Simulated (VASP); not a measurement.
A VASP calculation is set up with these files.

**INCAR**
```
LREAL=.FALSE.   ! projection in real space or not
ALGO=Normal
LASPH=.TRUE.   ! aspherical one-centre terms
NELM=100   ! most electronic steps
LCHARG=.TRUE.
NEDOS=601   ! DOS grid
GGA=PS   ! PBEsol
LORBIT=11
PREC=Accurate
LWAVE=.FALSE.
ISIF=2   ! forces and stress, cell fixed
ENCUT=520   ! plane-wave cut-off (eV)
ISMEAR=-5
EDIFF=1E-7
SYSTEM=Li
```

**KPOINTS**
```
Automatic mesh
0
Gamma
17 17 17
0 0 0
```

File POSCAR:
```
Li
1
   -1.7132431163     1.7132431163     1.7132431163
    1.7132431163    -1.7132431163     1.7132431163
    1.7132431163     1.7132431163    -1.7132431163
Li
1
Direct
  0.0000000000   0.0000000000   0.0000000000
```

POTCAR, in this order: Li_sv (PBE.64 set). Program: vasp_std.

Problem. Write an equivalent input for Ansatz.

Solution. One equivalent input (not run):
Ansatz 0.2 input:
```yaml
crystal:
  lattice:
    - [-1.7132431, 1.7132431, 1.7132431]
    - [1.7132431, -1.7132431, 1.7132431]
    - [1.7132431, 1.7132431, -1.7132431]
  atoms:
    - { symbol: Li, position: [0.0000000, 0.0000000, 0.0000000] }
kpoints:
  mp_grid: { grid: [17, 17, 17] }
hamiltonian:
  xc: pbesol
  pseudopotentials: { kind: paw }
scf:
  occupations: { method: tetrahedron }
  max_iter: 100
output: { forces: true, stress: true, eigenvalues: true }
```
The two are equivalent in intent, not identical: each code has its own PAW files, so the cut-off isn't converted (ENCUT is set for VASP's; basis.ecutwfc is left out, and Ansatz then takes the one that its files recommend); Ansatz stops its SCF on the density residual and VASP on the energy change (EDIFF).

The compound is Li in the bcc structure. It was relaxed first, which changed the volume by -5 %.
